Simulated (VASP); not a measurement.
Method: r2SCAN meta-GGA, VASP's PBE PAW potentials (set 64) (plane waves; VASP).

Gaps are without spin-orbit coupling.

```json
{
 "volume_per_atom": "24.45 Å^3/atom",
 "band gap (over mesh and band path)": "3.85 eV",
 "smallest direct gap (over mesh and band path)": "4.05 eV"
}
```

**Question.** Which relaxed crystal gives these values?
A. CaHI, P4/nmm (129)
B. GaN, F-43m (216)
C. TlGaSe2, I4/mcm (140)
D. BP, P6_3mc (186)

**Answer.** A, CaHI, P4/nmm (129)
